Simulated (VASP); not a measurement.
Here is a VASP 6.6.1 calculation.

INCAR

```
PREC = Accurate ; ENCUT = 520
EDIFF = 1E-6 ; ISMEAR = 0
SIGMA = 0.1 ; LREAL = F
LASPH = T ; NELM = 80
ALGO = Normal ; ISIF = 2
LWAVE = F ; LCHARG = F
GGA = CA ; NBANDS = 20
```

KPOINTS

```
regular mesh
0
Gamma
  6 6 6
```

POSCAR

```
TiRh
1.0
    3.1152020000      0.0000000000      0.0000000000
    0.0000000000      3.1152020000      0.0000000000
    0.0000000000      0.0000000000      3.1152020000
Ti Rh
1 1
Direct
    0.5000000000      0.5000000000      0.5000000000
    0.0000000000      0.0000000000      0.0000000000
```

Potentials or basis: VASP PAW LDA potentials, release 64 (Ti_sv, Rh_pv).

Command:

```sh
$ cat potpaw_LDA.64/Ti_sv/POTCAR potpaw_LDA.64/Rh_pv/POTCAR > POTCAR
$ mpirun -np 1 vasp_std > vasp.out
```

Problem. Predict the pressure.

Solution. -12.5 GPa.

Problem. Predict the band gap on the k mesh.

Solution. None (metal or under the smearing width).
